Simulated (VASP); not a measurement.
TiC2S2N2: single point with HSE06

The system is TiC2S2N2.

```
Ti N C S
1.0
     0.00000    3.64997    0.00000
     5.29863   -1.82498    0.00000
     1.86996    0.00000   -5.92749
Ti N C S
1 2 2 2
Direct
  0.00000 0.00000 0.00000
  0.86750 0.73500 0.83010
  0.13250 0.26500 0.16990
  0.76330 0.52660 0.79140
  0.23670 0.47340 0.20860
  0.62220 0.24440 0.74570
  0.37780 0.75560 0.25430
```

The cell was built by a generator and needn't be a form met in nature.

```json
{
 "Program": "VASP 6.6.1",
 "Task": "single point",
 "Functional": "HSE06",
 "Potentials or basis": "VASP PAW PBE potentials, release 64 (Ti_sv, N, C, S)",
 "Cutoff": "520 eV",
 "k mesh": "3 × 2 × 2",
 "Occupations": "gaussian, width 0.1257 eV",
 "Spin": "no spin polarisation",
 "Dipole correction": "no",
 "Exchange at q = 0": "truncated",
 "Grid for exact exchange (PRECFOCK)": "Fast",
 "Screening parameter": "0.2079 1/A",
 "Further INCAR settings": "ALGO = Normal; EDIFF = 1e-06; NBANDS = 30; ISYM = 0"
}
```

```json
{
 "Pressure": "1.0 GPa",
 "Largest force": "3.221 eV/Å",
 "Band gap on the k mesh": "none (metal or under the smearing width)"
}
```

Forces on the atoms (eV/Å):
```
Ti   0.000  0.000  0.000
N   -2.372 -0.032  0.210
N    2.372  0.032 -0.210
C    3.190  0.018 -0.442
C   -3.190 -0.018  0.442
S   -1.201  0.024  0.800
S    1.201 -0.024 -0.800
```

Stress tensor (GPa, compression positive):
```
-1.11  0.80 -0.78
 0.80  0.76  0.08
-0.78  0.08  3.36
```

Levels at points of the mesh, in eV from the Fermi level:
| k point | band 18 | band 19 | band 20 | band 21 | band 22 | band 23 | band 24 | band 25 |
| --- | --- | --- | --- | --- | --- | --- | --- | --- |
| (0.00, 0.00, 0.00) | -4.60 | -3.93 | -3.86 | 0.19 | 0.86 | 0.93 | 2.28 | 2.63 |
| (0.00, 0.50, 0.00) | -4.29 | -3.49 | -2.95 | -0.55 | -0.40 | 0.93 | 2.87 | 3.29 |
| (0.00, 0.00, 0.50) | -4.61 | -4.04 | -3.94 | 0.23 | 0.91 | 1.02 | 2.43 | 2.91 |
| (0.00, 0.50, 0.50) | -4.27 | -3.31 | -2.92 | -0.45 | -0.39 | 1.24 | 2.73 | 2.95 |

Wall time 7.6 min on 1 thread of AMD EPYC 7R13 Processor (Zen 3), on a shared host, peak memory 0.33 GiB.

Caveat: the k mesh is coarse (spacing up to 0.62 Å⁻¹), so the values aren't converged, least of all with exact exchange; the standard files for N, O and F lose accuracy on very short bonds; the PAW data sets were made with another functional, which shifts forces and pressure a little; this functional lacks dispersion, which binds the layers, so the pressure and a relaxed spacing across them are unreliable.
